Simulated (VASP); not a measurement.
These are TPSS meta-GGA, VASP's PBE PAW potentials (set 64) (plane waves; VASP) values and carry that method's errors.

A VASP calculation is set up with these files.

### POSCAR
```
GaP
1
    0.0000000000     2.7250000000     2.7250000000
    2.7250000000     0.0000000000     2.7250000000
    2.7250000000     2.7250000000     0.0000000000
Ga P
1 1
Direct
  0.0000000000   0.0000000000   0.0000000000
  0.2500000000   0.2500000000   0.2500000000
```

File KPOINTS:
```
Automatic
0
Gamma
  8 8 8
0 0 0
```

**INCAR**
```
SYSTEM=GaP
PREC=Accurate; ENCUT=520; LREAL=F
LASPH=T
EDIFF=1E-6; NELM=100; ALGO=Normal
LMAXMIX=4; LMIXTAU=T
ISMEAR=0; SIGMA=0.05
METAGGA=TPSS
IBRION=2; NSW=60; ISIF=3
EDIFFG=-0.01
LWAVE=F; LCHARG=F
```

POTCAR, in this order: Ga_d P (PBE.64 set). Program: vasp_std.

The resulting files:

### OUTCAR
```
 ion  position               nearest neighbor table
   1  0.000  0.000  0.000-   2 2.36   2 2.36   2 2.36   2 2.36
   2  0.250  0.250  0.250-   1 2.36   1 2.36   1 2.36   1 2.36
  LATTYP: Found a face centered cubic cell.
 ALAT       =     5.4500000000
 Subroutine PRICEL returns:
 Original cell was already a primitive cell.
 Subroutine GETGRP returns: Found 24 space group operations
The static configuration has the point symmetry T_d .
The dynamic configuration has the point symmetry T_d .
 Subroutine INISYM returns: Found 24 space group operations
 Subroutine IBZKPT returns following result:
 Found     29 irreducible k-points:

 Following reciprocal coordinates:
            Coordinates               Weight
  0.000000  0.000000  0.000000      1.000000
  0.125000  0.000000  0.000000      8.000000
  0.250000  0.000000  0.000000      8.000000
  0.375000  0.000000  0.000000      8.000000
  0.500000  0.000000  0.000000      4.000000
  0.125000  0.125000  0.000000      6.000000
  0.250000  0.125000  0.000000     24.000000
  0.375000  0.125000  0.000000     24.000000
  0.500000  0.125000  0.000000     24.000000
...
```

OSZICAR:
```
       N       E                     dE             d eps       ncg     rms          rms(c)
DAV:   1     0.640626838739E+02    0.64063E+02   -0.94151E+03   770   0.198E+03
DAV:   2    -0.164746244738E+02   -0.80537E+02   -0.77610E+02   804   0.338E+02
DAV:   3    -0.223678859545E+02   -0.58933E+01   -0.58519E+01   954   0.757E+01
DAV:   4    -0.224683594403E+02   -0.10047E+00   -0.10042E+00   875   0.108E+01
DAV:   5    -0.224708617525E+02   -0.25023E-02   -0.25022E-02   958   0.145E+00    0.491E+00
DAV:   6    -0.217236706841E+02    0.74719E+00   -0.49978E+00   784   0.288E+01    0.307E+00
DAV:   7    -0.217328042591E+02   -0.91336E-02   -0.34183E-01  1116   0.610E+00    0.212E+00
DAV:   8    -0.216258541630E+02    0.10695E+00   -0.26732E-01   784   0.522E+00    0.108E+00
DAV:   9    -0.217376476804E+02   -0.11179E+00   -0.21619E-01   769   0.447E+00    0.514E-01
DAV:  10    -0.217276986987E+02    0.99490E-02   -0.11002E-01   759   0.264E+00    0.351E-01
DAV:  11    -0.216805379428E+02    0.47161E-01   -0.11739E-01   754   0.369E+00    0.389E-01
DAV:  12    -0.217348710085E+02   -0.54333E-01   -0.13676E-01   754   0.473E+00    0.147E-01
DAV:  13    -0.217362653918E+02   -0.13944E-02   -0.11189E-03   957   0.360E-01    0.163E-01
DAV:  14    -0.217368021416E+02   -0.53675E-03   -0.44389E-04   799   0.222E-01    0.323E-02
DAV:  15    -0.217368787002E+02   -0.76559E-04   -0.43072E-05   819   0.102E-01    0.138E-02
DAV:  16    -0.217369199036E+02   -0.41203E-04   -0.13634E-05   789   0.389E-02    0.953E-03
DAV:  17    -0.216986252044E+02    0.38295E-01   -0.50619E+03   754   0.110E+05    0.275E-02
DAV:  18    -0.217369975656E+02   -0.38372E-01   -0.36009E-01   754   0.771E+00    0.658E-03
DAV:  19    -0.217369637437E+02    0.33822E-04   -0.16595E-04   929   0.121E-01    0.973E-03
DAV:  20    -0.217369661026E+02   -0.23589E-05   -0.62466E-06   819   0.245E-02    0.291E-03
DAV:  21    -0.217369664526E+02   -0.35003E-06   -0.95101E-07   603   0.124E-02
   1 F= -.21736966E+02 E0= -.21736966E+02  d E =-.217370E+02
       N       E                     dE             d eps       ncg     rms          rms(c)
DAV:   1    -0.218312293536E+02   -0.94263E-01   -0.13557E+00   994   0.258E+01    0.186E+00
DAV:   2    -0.217603513862E+02    0.70878E-01   -0.11798E-01   959   0.827E+00    0.872E-01
DAV:   3    -0.217405487519E+02    0.19803E-01   -0.31770E-02   984   0.390E+00    0.189E-01
DAV:   4    -0.217392160108E+02    0.13327E-02   -0.48928E-03   912   0.129E+00    0.733E-02
DAV:   5    -0.217389508787E+02    0.26513E-03   -0.11677E-03   764   0.450E-01    0.698E-02
DAV:   6    -0.217394487729E+02   -0.49789E-03   -0.44682E-04   825   0.321E-01    0.148E-02
DAV:   7    -0.217394688836E+02   -0.20111E-04   -0.95251E-05   814   0.147E-01    0.122E-02
DAV:   8    -0.217395210741E+02   -0.52190E-04   -0.18329E-05   824   0.465E-02    0.470E-03
DAV:   9    -0.217395195684E+02    0.15057E-05   -0.28317E-06   824   0.243E-02    0.906E-04
DAV:  10    -0.217395232024E+02   -0.36340E-05   -0.23866E-06   754   0.190E-02    0.326E-04
DAV:  11    -0.217395235416E+02   -0.33929E-06   -0.10316E-07   387   0.445E-03
   2 F= -.21739524E+02 E0= -.21739524E+02  d E =-.255709E-02
       N       E                     dE             d eps       ncg     rms          rms(c)
DAV:   1    -0.217491558066E+02   -0.96326E-02   -0.12819E-01   994   0.758E+00    0.588E-01
DAV:   2    -0.217421297175E+02    0.70261E-02   -0.12367E-02   964   0.294E+00    0.269E-01
DAV:   3    -0.217402642278E+02    0.18655E-02   -0.26976E-03   984   0.114E+00    0.633E-02
DAV:   4    -0.217401532942E+02    0.11093E-03   -0.44070E-04   912   0.362E-01    0.220E-02
DAV:   5    -0.217401227912E+02    0.30503E-04   -0.11070E-04   764   0.127E-01    0.214E-02
DAV:   6    -0.217401812480E+02   -0.58457E-04   -0.44066E-05   825   0.962E-02    0.444E-03
DAV:   7    -0.217401839106E+02   -0.26627E-05   -0.80649E-06   794   0.407E-02    0.390E-03
DAV:   8    -0.217401878397E+02   -0.39291E-05   -0.10155E-06   587   0.119E-02    0.175E-03
DAV:   9    -0.217401878882E+02   -0.48482E-07   -0.20972E-07   437   0.622E-03
   3 F= -.21740188E+02 E0= -.21740188E+02  d E =-.322144E-02
```

OUTCAR:
```
------------------------ aborting loop because EDIFF is reached ----------------------------------------
  FORCE on cell =-STRESS in cart. coord.  units (eV):
  Direction    XX          YY          ZZ          XY          YZ          ZX
  --------------------------------------------------------------------------------------
  Total       -0.0116307     -0.0116307     -0.0116307     -0.0000000      0.0000000      0.0000000
  in kB       -0.4523044     -0.4523044     -0.4523044     -0.0000000      0.0000000      0.0000000
  external PRESSURE =      -0.4523044 kB  Pullay stress =       0.0000000 kB
  volume of cell :       41.20
      direct lattice vectors                 reciprocal lattice vectors
     0.000000000  2.741273586  2.741273586    -0.182396971  0.182396971  0.182396971
     2.741273586 -0.000000000  2.741273586     0.182396971 -0.182396971  0.182396971
     2.741273586  2.741273586  0.000000000     0.182396971  0.182396971 -0.182396971
  FREE ENERGIE OF THE ION-ELECTRON SYSTEM (eV)
  ---------------------------------------------------
  free  energy   TOTEN  =       -21.7401878882 eV

  energy  without entropy=      -21.7401878882  energy(sigma->0) =      -21.74018789

 reached required accuracy - stopping structural energy minimisation
```
(Selected blocks of OUTCAR.)

**CONTCAR**
```
GaP
   1.00000000000000
     0.0000000000000000    2.7412735861615491    2.7412735861615491
     2.7412735861615491   -0.0000000000000000    2.7412735861615491
     2.7412735861615491    2.7412735861615491    0.0000000000000000
  Ga              P
     1     1
Direct
     0.0000000000000000    0.0000000000000000    0.0000000000000000
     0.2500000000000000    0.2500000000000000    0.2500000000000000
```

OUTCAR:
```
 val. band max:        4.4282880199   @ k =   0.0000   0.0000   0.0000

 cond. band min:       6.1525246906   @ k =   0.3750   0.3750   0.0000


 Fermi energy:         4.6989657291

 k-point     1 :       0.0000    0.0000    0.0000
  band No.  band energies     occupation
      1     -10.1411      2.00000
      2     -10.1411      2.00000
      3     -10.1411      2.00000
      4     -10.0443      2.00000
      5     -10.0443      2.00000
      6      -8.1386      2.00000
      7       4.4283      2.00000
      8       4.4283      2.00000
      9       4.4283      2.00000
     10       6.2957      0.00000
     11       8.4668      0.00000
     12       8.4668      0.00000
     13       8.4668      0.00000

 k-point     2 :       0.1250    0.0000    0.0000
  band No.  band energies     occupation
      1     -10.1555      2.00000
      2     -10.1365      2.00000
      3     -10.1365      2.00000
      4     -10.0443      2.00000
      5     -10.0443      2.00000
      6      -7.9361      2.00000
      7       2.8100      2.00000
      8       4.2044      2.00000
      9       4.2045      2.00000
     10       6.9450      0.00000
     11       8.8122      0.00000
     12       8.8122      0.00000
     13       8.9928      0.00000

 k-point     3 :       0.2500    0.0000    0.0000
  band No.  band energies     occupation
      1     -10.1868      2.00000
      2     -10.1267      2.00000
      3     -10.1267      2.00000
      4     -10.0429      2.00000
      5     -10.0429      2.00000
      6      -7.3641      2.00000
      7       0.5654      2.00000
      8       3.7786      2.00000
      9       3.7786      2.00000
     10       6.6626      0.00000
     11       9.3155      0.00000
     12       9.3155      0.00000
     13      10.8340      0.00000

 k-point     4 :       0.3750    0.0000    0.0000
  band No.  band energies     occupation
      1     -10.2147      2.00000
      2     -10.1191      2.00000
      3     -10.1191      2.00000
...
```

The compound is GaP in the zinc blende structure. This run relaxes it. Symmetry was kept, so distortions that lower it aren't found.
